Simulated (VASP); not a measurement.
Data:

```
CELL_PARAMETERS angstrom
     -2.00283     2.00283     4.01397
      2.00283    -2.00283     4.01397
      2.00283     2.00283    -4.01397
ATOMIC_POSITIONS crystal
  Li 0.00000 0.00000 0.00000
  Al 0.75000 0.25000 0.50000
  Al 0.25000 0.75000 0.50000
  Al 0.50000 0.50000 0.00000
```

Level of theory: PBEsol GGA, VASP's PBE PAW potentials (set 64) (plane waves; VASP). Numerical set-up: 520 eV cut-off, 12×12×12 Γ-centred mesh, tetrahedra with Blöchl corrections, potentials Li_sv Al.

The cores are frozen, which limits the accuracy of field gradients.

Give the principal components of the electric field gradient (V/Å²) and the asymmetry η at each nucleus.

```tsv
atom	Vxx	Vyy	Vzz	η
Li1	0.1	0.1	-0.1	-
Al2	-1.9	-1.9	3.8	0.00
Al3	-1.9	-1.9	3.8	0.00
Al4	-2.5	-2.5	5.0	0.00
```

The structure comes from a computed database's LiAl3 entry (I4/mmm); how it stands against other phases isn't given here. It was relaxed first.
